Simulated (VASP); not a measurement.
Input:

```
Sc3VN4
1.0
   -0.01060     4.36027     4.34368
    4.36027    -0.01060     4.34368
    2.17484     2.17484     0.00000
V N Sc
1 4 3
Direct
  0.00000   0.00000   0.00000
  0.24241   0.24241   0.51517
  0.23714   0.76286   0.50000
  0.76286   0.23714   0.50000
  0.75759   0.75759   0.48483
  0.00000   0.50000   0.00000
  0.50000   0.00000   0.00000
  0.50000   0.50000   0.00000
```

These are PBEsol GGA, VASP's PBE PAW potentials (set 64) (plane waves; VASP) values and carry that method's errors. Settings: 520 eV cut-off, Gaussian smearing of 0.050 eV, potentials V_sv N Sc_sv.

Problem. Give the energies of bands 25 to 38 at the high-symmetry points, in eV from the Fermi level.

Solution. 
```
band      Γ      Y     C0      Z     A0      T      S      R
----  -----  -----  -----  -----  -----  -----  -----  -----
25    -4.48  -4.34  -4.23  -4.40  -4.40  -4.49  -4.16  -4.26
26    -4.06  -3.86  -4.16  -4.31  -4.38  -4.48  -4.07  -4.13
27    -4.05  -3.74  -3.52  -4.26  -4.09  -4.13  -3.95  -4.10
28    -2.25  -3.72  -3.19  -4.02  -3.95  -4.07  -3.29  -3.92
29    -2.23  -2.32  -3.15  -3.94  -2.84  -2.33  -3.26  -3.69
30    -1.93  -2.31  -2.69  -3.83  -2.72  -2.14  -3.15  -3.29
31    -1.13  -2.21  -2.66  -3.67  -2.55  -2.10  -2.81  -3.21
32    -1.12  -2.03  -2.55  -3.42  -2.42  -2.04  -2.79  -3.17
33    -1.09  -1.39  -0.77   0.38  -1.18  -1.84  -0.33  -0.13
34    -0.04   0.01   0.43   0.81  -0.96  -1.82   0.31   0.27
35     0.17   0.59   0.66   0.94   0.80   0.79   0.70   0.83
36     0.68   1.30   1.25   2.46   1.77   1.81   1.23   1.16
37     1.33   1.51   1.83   2.78   1.89   1.97   2.23   1.38
38     1.64   1.93   2.06   2.79   2.36   2.19   2.31   2.58
```

It has no gap at this level: it comes out as a metal or semimetal.

The structure was generated: Sc3VN4 was put into an ordered model structure (Cmmm), which need not be its known phase. It was relaxed first. The run is not spin-polarised, so no magnetic state was tried.
